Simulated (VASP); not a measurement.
## CeC: single point with PBEsol

The system is CeC.

```xyz
2
Lattice="0.0000 2.6133 2.6133 2.6133 0.0000 2.6133 2.6133 2.6133 0.0000" Properties=species:S:1:pos:R:3 pbc="T T T"
Ce    0.0000    0.0000    0.0000
C     2.6133    2.6133    2.6133
```

The cell comes from a database or a generator and needn't be the stable form of this composition.

The cell isn't the ideal one: volume scaled by 1.02.

```
Program                : VASP 6.6.1
Task                   : single point
Functional             : PBEsol
Potentials or basis    : VASP PAW PBE potentials, release 64 (Ce, C)
Cutoff                 : 520 eV
k mesh                 : 12 × 12 × 12
Occupations            : fermi-dirac, width 0.03 eV
Spin                   : no spin polarisation
Dipole correction      : no
Further INCAR settings : ALGO = Normal; EDIFF = 1e-06; NBANDS = 15
```

The pressure is -6.6 GPa and the band gap on the k mesh is none (metal or under the smearing width).

Levels at points of the mesh, in eV from the Fermi level:
```tsv
k point	band 4	band 5	band 6	band 7	band 8	band 9	band 10	band 11	band 12	band 13
(0.00, 0.00, 0.00)	-15.97	-9.01	-0.58	-0.58	-0.58	0.27	0.90	0.90	0.90	2.25
(0.50, 0.00, 0.00)	-16.09	-6.65	-3.22	-1.77	-1.77	0.49	0.53	0.53	0.83	0.83
(0.50, 0.50, 0.00)	-16.48	-8.91	-0.56	-0.25	-0.25	0.52	0.58	0.69	0.73	0.73
```

Run time: 62 s on 1 thread of Intel(R) Xeon(R) Platinum 8259CL CPU @ 2.50GHz (Skylake/Cascade Lake), with other jobs on the host, peak memory 0.2 GiB.

Caveat: the PAW data sets were made with another functional, which shifts forces and pressure a little; without U or exact exchange the open f shell lies at the Fermi level, which spoils levels, moments and volumes. Spin-orbit coupling is left out, which matters for the levels of Ce.
